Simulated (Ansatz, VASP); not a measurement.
## Cross-check of SiO2 between VASP and Ansatz

One calculation is typed for both programs; each brings its own data sets. How far apart do they land? The cell is taken from a series of runs on this material, whose earlier steps may have relaxed, scaled, displaced or heated it; both programs get it as it stands.

Main program and level: Ansatz 0.2.0; plane waves, with VASP 6.6.1 beside it; single point at LDA.

## (1) The structure

It takes space group C2 (No. 5, monoclinic). The conventional cell has a = 8.515 Å, b = 4.917 Å, c = 5.407 Å, α = 90.00°, β = 90.00°, γ = 90.00°. Si has 4 O at 1.60 to 1.62 Å nearest. Nearest to Si lie 4 O at 1.61 Å. O has 2 Si at 1.61 to 1.62 Å nearest. O has 2 Si at 1.60 to 1.61 Å nearest. Nearest to O lie 2 Si at 1.61 Å. Farther neighbours and most contacts between anions are not listed.

## (2) Ansatz: single point, LDA

Ansatz runs on its default PAW (the set named soft_2) files.

With cell and atoms fixed, the geometry can't cause a difference; cores, projectors, grids and the points listed under the comparison can.

input.yaml reads:

```yaml
crystal:
  lattice:
    - [4.2573816869, -2.4585013378, 0.0]
    - [4.2573816869, 2.4585013378, 0.0]
    - [0.0, 0.0, 5.407]
  atoms:
    - { symbol: Si, position: [0.0, 0.5299, 0.8333] }
    - { symbol: Si, position: [0.52995, 0.47005, 0.5] }
    - { symbol: Si, position: [0.4701, 0.0, 0.1667] }
    - { symbol: O, position: [0.7321, 0.854, 0.9507] }
    - { symbol: O, position: [0.4139, 0.7329, 0.2853] }
    - { symbol: O, position: [0.146, 0.2679, 0.0493] }
    - { symbol: O, position: [0.5863, 0.1464, 0.3807] }
    - { symbol: O, position: [0.8536, 0.4137, 0.6193] }
    - { symbol: O, position: [0.2671, 0.5861, 0.7147] }
kpoints:
  mp_grid: { grid: [6, 6, 5] }
  band_path:
    path:
      - [[0.0, 0.0, 0.0], [0.3333673, -0.3333673, 0.0], [0.0, -0.5, 0.0], [0.0, -0.5, -0.5], [0.3333673, -0.3333673, -0.5], [0.0, 0.0, -0.5], [0.0, 0.0, 0.0], [-0.5, -0.5, 0.0], [-0.3333673, -0.6666327, 0.0], [-0.3333673, -0.6666327, -0.5], [-0.5, -0.5, -0.5], [-0.5, -0.5, 0.0]]
      - [[0.0, 0.0, -0.5], [-0.5, -0.5, -0.5]]
    npoints: 4
scf:
  occupations: { method: fermi_dirac, width: 0.05 }
  n_extra_bands: 13
hamiltonian:
  xc: lda
  pseudopotentials: { kind: paw }
output:
  forces: true
  stress: true
  populations: true
  write_bands: true
```

On the command line:

```
$ ansatz run input.yaml --threads 4 --pin off --max-ram 8192MiB --backend cpu --events-out ev --progress --plain --runs-dir out
```

Numbers of over 12 decimals in the logs are rounded to 6 here.

Log:

```text
scf.n_extra_bands = 13 over 24 filled bands (N_el = 48.0): the run solves 37 bands
Engine: ansatz 0.2.0, x86_64-unknown-linux-gnu
Pseudopotentials: kind: paw
Pseudopotential: Si, paw, valence charge 4, recommended cutoff 420 eV (normal), Si.paw.azcp
Pseudopotential: O, paw, valence charge 6, recommended cutoff 420 eV (normal), O.paw.azcp
Functional definition: SPW92
  exchange = slater_x
  correlation = pw_c
Crystal: 9 atoms, lattice volume = 113.188 Å³
Basis set: ecut = 420 eV, 2209 PW (Γ)
Bands: 37, of which v1, the nominal top of the filled ones, is band 24 counted from 1 (23 counted from 0)
Symmetry: 2 space group operations
Space group: C2 (ITA 5), of the structure as read, at distance tolerance 4.8e-5 Å
k-points: 55 of 180 (time reversal used)
Non-local potential: Si, projectors of the file, l = 0: 2, l = 1: 2, l = 2: 2
Non-local potential: O, projectors of the file, l = 0: 2, l = 1: 2, l = 2: 1
PAW form: soft (Blöchl's): semilocal exchange-correlation on the pseudo side does not see the compensation charge
PAW frozen core: Si, regenerated for the run's functional, and the local potential with it (the file was generated under x = pbe(κ = 0.804, μ = 0.219515), c = pbe(β = 0.066725))
PAW frozen core: O, regenerated for the run's functional, and the local potential with it (the file was generated under x = pbe(κ = 0.804, μ = 0.219515), c = pbe(β = 0.066725))
PAW one-centre angular grid: Si, 110 points (default); XC on 64 Gauss nodes
PAW one-centre angular grid: O, 110 points (default); XC on 64 Gauss nodes
Initial density: superposition of atomic densities (neutral atoms: chi_scale 0, normalization atom), corrected by the library's trained network
Initial wavefunctions: pseudopotential atomic-orbital guess
Functional: x = slater, c = lda
SCF iter   1: F=—  HF=-5168.207395 eV  |F-HF|=—  |Δ(HF+E_count)|=         —  Δρ=1.40e-2  dr2=1.98e-1  ethr=1.77e-3  ⟨swp⟩=6.4  Hψ=10890  notcnv=0  defer=98
preconditioner: auto → Resta (q_TF=auto, 2.365 Å⁻¹)  ε∞=2.9  [insulator: Δε(μ)=5.582 eV  Ē_g=17.392 eV  σ=0.050 eV  W_gap=1.00  n_scr=22 (ndim 8)  ℏωp=24.2 eV  f_vac=0.113  D(μ)=0.00/eV (n_scr^D=0)  ε∞_Penn≈2.9]
SCF iter   2: F=—  HF=-5168.151682 eV  |F-HF|=—  |Δ(HF+E_count)|=   5.57e-2  Δρ=3.75e-3  dr2=5.63e-3  ethr=4.12e-4  ⟨swp⟩=2.8  Hψ=3968  notcnv=0  defer=358
SCF iter   3: F=—  HF=-5168.150139 eV  |F-HF|=—  |Δ(HF+E_count)|=   1.54e-3  Δρ=1.71e-3  dr2=2.02e-3  ethr=1.17e-5  ⟨swp⟩=2.2  Hψ=2673  notcnv=0  defer=358
SCF iter   4: F=—  HF=-5168.149584 eV  |F-HF|=—  |Δ(HF+E_count)|=   5.55e-4  Δρ=1.46e-4  dr2=2.93e-5  ethr=4.20e-6  ⟨swp⟩=2.0  Hψ=2667  notcnv=0  defer=358
SCF iter   5: F=—  HF=-5168.149600 eV  |F-HF|=—  |Δ(HF+E_count)|=   1.54e-5  Δρ=3.06e-5  dr2=7.51e-7  ethr=6.11e-8  ⟨swp⟩=2.7  Hψ=3044  notcnv=0  defer=358
SCF iter   6: F=—  HF=-5168.149600 eV  |F-HF|=—  |Δ(HF+E_count)|=   2.00e-7  Δρ=1.98e-5  dr2=3.13e-7  ethr=2.08e-10  ⟨swp⟩=12.3  Hψ=11747  notcnv=0
SCF iter   7: F=-5168.149600 eV  HF=-5168.149600 eV  |F-HF|=2.82e-10  |Δ(HF+E_count)|=   5.91e-8  Δρ=5.18e-6  dr2=2.01e-8  ethr=2.08e-10  ⟨swp⟩=3.1  Hψ=7731  notcnv=0
SCF 1 converged in 7 iterations: F = -5168.149600 eV  dr2 = 2.01e-8
  greatest PAW one-centre occupation: 0.857 electrons in one spin orbital (limit 2), on the O atom at site 8 (counted from 0), in its partial waves of l = 0
NSCF: frozen V_eff on 50 k-points
SCF converged after 7 iterations
Free energy (F): -5168.149600 eV
Harris-Foulkes:  -5168.149600 eV  (|F-HF|=2.82e-10)
Internal energy: -5168.149600 eV  (E = F + TS)
E sigma→0 (E₀):  -5168.149600 eV
Fermi energy:    5.150512 eV
--- Per-component energies (eV) ---
  E_band       = -219.696990
  E_kinetic    = 1201.934255
  E_local      = -2956.925499  (includes V_loc(G=0)·N_el)
  E_nonlocal   = 376.695715
  E_hartree    = 1051.151316
  E_xc         = -602.530275
  E_vxc        = -705.131160  (∫ρ·V_xc dr)
  E_paw        = -2349.206148  (= ΣΔE_a)
  E_vpaw       = -238.589135  (= ΣTr[D̂ρ^β])
  E_aug_tail   = 0.015948  (compensation charges beyond the density's cutoff)
  E_ewald      = -1890.119432
  E_core_change = 0.834521  (= ΣΔE_core)
  E_smearing   = -0.000000  (= −TS)
  E_closure    = 0.000000  (closes the sum)
  Σ components = -5168.149600   (vs F -5168.149600, Δ=0.00e0)
--- Forces (eV/Å), atoms counted from 1 ---
  atom   1  Si    -0.09379629    -0.07068299     0.13514287
  atom   2  Si     0.00000000     0.05710814    -0.00000000
  atom   3  Si     0.09379629    -0.07068299    -0.13514287
  atom   4  O     -0.00864019     0.16748821     0.15973017
  atom   5  O     -0.14472315    -0.08094092     0.10959271
  atom   6  O      0.00864019     0.16748821    -0.15973017
  atom   7  O      0.03142929    -0.04443347     0.03236808
  atom   8  O     -0.03142929    -0.04443347    -0.03236808
  atom   9  O      0.14472315    -0.08094092    -0.10959271
  max |Σ_I F_I| component: 3.02e-5 eV/Å
--- Stress (GPa, compression-positive) ---
       -0.192819       0.000000       0.221111
        0.000000      -0.608271       0.000000
        0.221111       0.000000      -0.918351
  P = ⅓ Tr σ = -0.5731 GPa (-5.731 kbar)
--- Band table (eV; the first three rows and the last of 55) ---
  k-point 0: bands = [... 20 lower, 1.1865, 1.4927, 1.8565, 1.8688, 7.9380, 11.1846, 11.2022, 11.6961, ... 9 higher]
  k-point 1: bands = [... 20 lower, 1.1455, 1.5953, 1.9159, 2.0659, 8.3331, 11.0783, 11.1670, 11.3107, ... 9 higher]
  k-point 2: bands = [... 20 lower, 0.9795, 1.8455, 2.0690, 2.0848, 9.3098, 10.4462, 10.9277, 11.3583, ... 9 higher]
  k-point 54: bands = [... 20 lower, 1.2086, 1.4891, 1.5641, 2.0237, 10.8561, 11.1966, 11.5328, 11.8012, ... 9 higher]
--- Löwdin populations: 9 sites ---
  site symbol       q [e]
     0     Si      2.2468
     1     Si      2.2464
     2     Si      2.2468
     3      O      6.7667
     4      O      6.7663
     5      O      6.7667
     6      O      6.7667
     7      O      6.7667
     8      O      6.7663
  spilling = 0.013761 (of n_electrons = 48.000000)
```

The column dr2 measures how far the density is from self-consistency, as an energy; F and HF (Harris–Foulkes) agree once it is small.

## (3) VASP: single point, LDA

The same cell, functional (in two slightly different forms), mesh and smearing now go to VASP, with its own data sets.

Lines of VASP's logs that name or quote its potential files are left out, and so is its time.

INCAR reads:

```
SYSTEM = SiO2
PREC = Accurate
ENCUT = 600
EDIFF = 1E-06
NELM = 120
ISMEAR = -1
SIGMA = 0.05
LREAL = .FALSE.
ALGO = Normal
GGA = PW92
NBANDS = 33
LORBIT = 11
LWAVE = .FALSE.
LCHARG = .FALSE.
ISIF = 2
LASPH = .TRUE.
GGA_COMPAT = .FALSE.
EFERMI = MIDGAP
KPAR = 2
```

POSCAR reads:

```
SiO2
1.0
    4.2573816869     -2.4585013378      0.0000000000
    4.2573816869      2.4585013378      0.0000000000
    0.0000000000      0.0000000000      5.4070000000
Si O
3 6
Direct
    0.0000000000      0.5299000000      0.8333000000
    0.5299500000      0.4700500000      0.5000000000
    0.4701000000      0.0000000000      0.1667000000
    0.7321000000      0.8540000000      0.9507000000
    0.4139000000      0.7329000000      0.2853000000
    0.1460000000      0.2679000000      0.0493000000
    0.5863000000      0.1464000000      0.3807000000
    0.8536000000      0.4137000000      0.6193000000
    0.2671000000      0.5861000000      0.7147000000
```

KPOINTS reads:

```
Automatic mesh
0
Gamma
6 6 5
0 0 0
```

Potentials, in the order of the species: Si and O (LDA family, release 64).

On the command line:

```
$ mpirun -np 2 vasp_std
```

Log:

```text
[banner, memory and clock lines left out]
running    2 mpi-ranks, on    1 nodes
 distrk:  each k-point on    1 cores,    2 groups
 distr:  one band on    1 cores,    1 groups

 POSCAR found type information on POSCAR SiO
 POSCAR found :  2 types and       9 ions
|                                                                             |
|               ----> ADVICE to this user running VASP <----                  |
|                                                                             |
|     You enforced a specific xc type in the INCAR file but a different       |
|     [... a line on the potential file left out ...]
|     I HOPE YOU KNOW WHAT YOU ARE DOING!                                     |
|                                                                             |

 LDA part: xc-table for (Slater(with rela. corr.)+PW92), standard interpolation
 POSCAR, INCAR and KPOINTS ok, starting setup
 FFT: planning ... GRIDC
 FFT: planning ... GRID_SOFT
 FFT: planning ... GRID
 WAVECAR not read
 entering main loop
       N       E                     dE             d eps       ncg     rms          rms(c)
DAV:   1     0.293287868837E+03    0.29329E+03   -0.27380E+04  3630   0.151E+03
DAV:   2    -0.683874389797E+02   -0.36168E+03   -0.35006E+03  4700   0.323E+02
DAV:   3    -0.877948381419E+02   -0.19407E+02   -0.19325E+02  4587   0.790E+01
DAV:   4    -0.880166881443E+02   -0.22185E+00   -0.22163E+00  4571   0.945E+00
DAV:   5    -0.880200607245E+02   -0.33726E-02   -0.33715E-02  4516   0.116E+00    0.261E+01
DAV:   6    -0.782744914804E+02    0.97456E+01   -0.37329E+01  4269   0.326E+01    0.129E+01
DAV:   7    -0.781191170130E+02    0.15537E+00   -0.98683E-01  4564   0.500E+00    0.456E+00
DAV:   8    -0.780322485855E+02    0.86868E-01   -0.54181E-02  4443   0.168E+00    0.167E+00
DAV:   9    -0.780187558615E+02    0.13493E-01   -0.17636E-02  4596   0.964E-01    0.270E-01
DAV:  10    -0.780191635205E+02   -0.40766E-03   -0.20273E-03  4427   0.254E-01    0.940E-02
DAV:  11    -0.780190922380E+02    0.71283E-04   -0.56857E-04  4604   0.141E-01    0.202E-02
DAV:  12    -0.780190921773E+02    0.60727E-07   -0.13397E-05  4484   0.221E-02    0.606E-03
DAV:  13    -0.780190923449E+02   -0.16765E-06   -0.21594E-06  3420   0.859E-03
   1 F= -.78019092E+02 E0= -.78019092E+02  d E =0.000000E+00
```

Parts of OUTCAR (step 3):

```text
ion  position               nearest neighbor table
   1  0.000  0.530  0.833-   9 1.60   4 1.61   8 1.61   6 1.62   2 3.06   2 3.06   3 3.06   3 3.06

  LATTYP: Found a base centered orthorhombic cell.
 ALAT       =     4.9170026756
 B/A-ratio  =     1.7316979338
 C/A-ratio  =     1.0996536623

 Subroutine GETGRP returns: Found  2 space group operations
 (whereof  2 operations were pure point group operations)

The static configuration has the point symmetry C_2 .

 Found     55 irreducible k-points:

   k-points           NKPTS =     55   k-points in BZ     NKDIM =     55   number of bands    NBANDS=     33

   dimension x,y,z NGX =    40 NGY =   40 NGZ =   48
   dimension x,y,z NGXF=    80 NGYF=   80 NGZF=   96

   ENCUT  =  600.0 eV  44.10 Ry    6.64 a.u.   9.82  9.82 10.80*2*pi/ulx,y,z

   NELECT =      48.0000    total number of electrons

 k-points in reciprocal lattice and weights: Automatic mesh
   0.00000000  0.00000000  0.00000000       0.006
   0.16666667  0.00000000  0.00000000       0.022
   0.33333333  0.00000000  0.00000000       0.022
   0.50000000  0.00000000  0.00000000       0.011
   0.16666667  0.16666667  0.00000000       0.011
   0.33333333  0.16666667  0.00000000       0.022
   0.50000000  0.16666667  0.00000000       0.022
  -0.33333333  0.16666667  0.00000000       0.022
  -0.16666667  0.16666667  0.00000000       0.011
[...]
-0.33333333  0.33333333  0.40000000       0.022
   0.50000000  0.50000000  0.40000000       0.011

 average (electrostatic) potential at core
       1 -88.1235       2 -88.1511       3 -88.1235       4 -73.5232       5 -73.5462
       6 -73.5232       7 -73.5431       8 -73.5431       9 -73.5462

 E-fermi :   3.7182

 k-point     1 :       0.0000    0.0000    0.0000
  band No.  band energies     occupation
    ...
     20      -0.1783      2.00000
     21      -0.1643      2.00000
     22       0.1406      2.00000
     23       0.4992      2.00000
     24       0.5114      2.00000
     25       6.5940      0.00000
     26       9.8148      0.00000
     27       9.8325      0.00000
     28      10.3315      0.00000
     29      10.3500      0.00000
    ...

 k-point     2 :       0.1667    0.0000    0.0000
  band No.  band energies     occupation
    ...
     20      -0.2302      2.00000
     21      -0.1776      2.00000
     22       0.0394      2.00000
     23       0.5682      2.00000
     24       0.6011      2.00000
     25       7.0174      0.00000
     26       9.8229      0.00000
     27       9.8804      0.00000
     28      10.3702      0.00000
     29      10.4701      0.00000
    ...

 k-point     3 :       0.3333    0.0000    0.0000
  band No.  band energies     occupation
    ...
     20      -0.2732      2.00000
     21      -0.2038      2.00000
     22      -0.0014      2.00000
     23       0.5927      2.00000
     24       0.7454      2.00000
     25       8.0145      0.00000
     26       9.8937      0.00000
     27       9.9887      0.00000
     28      10.4801      0.00000
     29      10.8025      0.00000
    ...

  Total       -0.0152622     -0.3097256     -0.5096015      0.0000000      0.0000000      0.1582043
  in kB       -0.2160370     -4.3841791     -7.2134303      0.0000000      0.0000000      2.2393890
  external PRESSURE =      -3.9378821 kB  Pullay stress =       0.0000000 kB

  energy-cutoff  :      600.00
  volume of cell :      113.19
      direct lattice vectors                 reciprocal lattice vectors
     4.257381687 -2.458501338  0.000000000     0.117443076 -0.203375932  0.000000000
     4.257381687  2.458501338  0.000000000     0.117443076  0.203375932  0.000000000
     0.000000000  0.000000000  5.407000000     0.000000000  0.000000000  0.184945441

 POSITION                                       TOTAL-FORCE (eV/Angst)
 -----------------------------------------------------------------------------------
      2.25599      1.30276      4.50565        -0.081125     -0.064863      0.136127
      4.25738     -0.14726      2.70350        -0.000000      0.041756      0.000000
      2.00140     -1.15574      0.90135         0.081125     -0.064863     -0.136127
      6.75263      0.29969      5.14043        -0.007931      0.179688      0.158941
      4.88237      0.78426      1.54262        -0.154450     -0.085907      0.107771
      1.76213      0.29969      0.26657         0.007931      0.179688     -0.158941
      3.11938     -1.08149      2.05844         0.024286     -0.049795      0.035516
      5.39538     -1.08149      3.34856        -0.024286     -0.049795     -0.035516
      3.63240      0.78426      3.86438         0.154450     -0.085907     -0.107771
 -----------------------------------------------------------------------------------
    total drift:                                0.000000      0.000143     -0.000000

  FREE ENERGIE OF THE ION-ELECTRON SYSTEM (eV)
  ---------------------------------------------------
  free  energy   TOTEN  =       -78.0190923449 eV

  energy  without entropy=      -78.0190923449  energy(sigma->0) =      -78.01909234

 total charge
# of ion       s       p       d       tot
------------------------------------------
    1        0.655   1.029   0.000   1.684
    2        0.654   1.026   0.000   1.680
    3        0.655   1.029   0.000   1.684
    4        1.537   3.690   0.000   5.226
    5        1.537   3.692   0.000   5.229
    6        1.537   3.690   0.000   5.226
    7        1.537   3.692   0.000   5.229
    8        1.537   3.692   0.000   5.229
    9        1.537   3.692   0.000   5.229
--------------------------------------------------
tot         11.184  25.233   0.000  36.417

[... 3 further parts left out ...]
```

The run ends at a pressure of -0.39 GPa, with forces up to 0.24 eV/Å.

## (4) Differences

Known differences besides the potentials themselves: the cutoff is 420 eV in Ansatz and 600 eV in VASP; VASP's log shows a relativistic correction to its local exchange, Ansatz's none. Total energies have different zeros and are not compared.

The two programs side by side:

```
              quantity  Ansatz   VASP  difference
        pressure (GPa)   -0.57  -0.39       -0.18
gap on the k mesh (eV)   5.742  5.752      -0.009
```

Forces (eV/Å; atoms numbered as in POSCAR):

```
atom          Ansatz x, y, z            VASP x, y, z
 Si1   -0.094, -0.071, 0.135   -0.081, -0.065, 0.136
 Si2     0.000, 0.057, 0.000     0.000, 0.042, 0.000
 Si3   0.094, -0.071, -0.135   0.081, -0.065, -0.136
  O4    -0.009, 0.167, 0.160    -0.008, 0.180, 0.159
  O5   -0.145, -0.081, 0.110   -0.154, -0.086, 0.108
  O6    0.009, 0.167, -0.160    0.008, 0.180, -0.159
  O7    0.031, -0.044, 0.032    0.024, -0.050, 0.036
  O8  -0.031, -0.044, -0.032  -0.024, -0.050, -0.036
  O9   0.145, -0.081, -0.110   0.154, -0.086, -0.108
```

The forces differ by 7.1 meV/Å r.m.s., which is 7.1 % of the r.m.s. force of 0.100 eV/Å (both taken over all components). A gap on the mesh is an upper bound, since the band edges may lie between its points.

## (5) Summary of results

| Quantity | Value |
| --- | --- |
| r.m.s. force difference (single point, LDA) | 7.1 meV/Å |

What this shows: The r.m.s. force difference is 7.1 meV/Å (single point, LDA), within the 12 meV/Å picked in this series as the mark of a large difference. Such differences can come from data sets, numerical settings and the points named under the comparisons, not from the functional's error against experiment.

[Lines on the potential files, build, host, timing and source positions are cut from VASP's logs without a mark.]

[Logs are printed without paths, hosts, clocks, repeated set-up lines and the standing remarks that a program may print on its own settings, such as how far it seeks lower states.]

[Hosts, paths, dates, database ids (printed as entryN), source tags and the programs' standing remarks are cut or masked in the printed files.]
